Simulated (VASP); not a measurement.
Runs of VASP 6.6.1 on N2. The cell holds a molecule in a box, 2 atoms: a = 10.000 Å, b = 10.500 Å, c = 11.000 Å, α = 90.00°, β = 90.00°, γ = 90.00°. 

```tsv
level	potentials or basis	cutoff (eV)	smearing	gap on the mesh (eV)	largest force (eV/Å)
PBEsol	VASP PAW PBE potentials, release 64 (N)	520	gaussian 0.5 eV	8.05	-
r2SCAN	VASP PAW PBE potentials, release 64 (N)	520	gaussian 0.02 eV	(b)	0.78
PBEsol	VASP PAW PBE potentials, release 64 (N_h)	900	gaussian 0.02 eV	8.09	(a)
PBEsol	VASP PAW PBE potentials, release 64 (N)	700	gaussian 0.02 eV	8.05	0.10
```

Alike in all rows: task single point; no spin polarisation; cell as given; k mesh 1 × 1 × 1.

Estimate the missing entries.

(a) 1.43; (b) 8.84.

Caveats: the PAW data sets were made with another functional, which shifts forces and pressure a little; the standard files for N, O and F lose accuracy on very short bonds (some runs).

A k mesh can miss the band edges.

Not every run made on this cell is shown here.
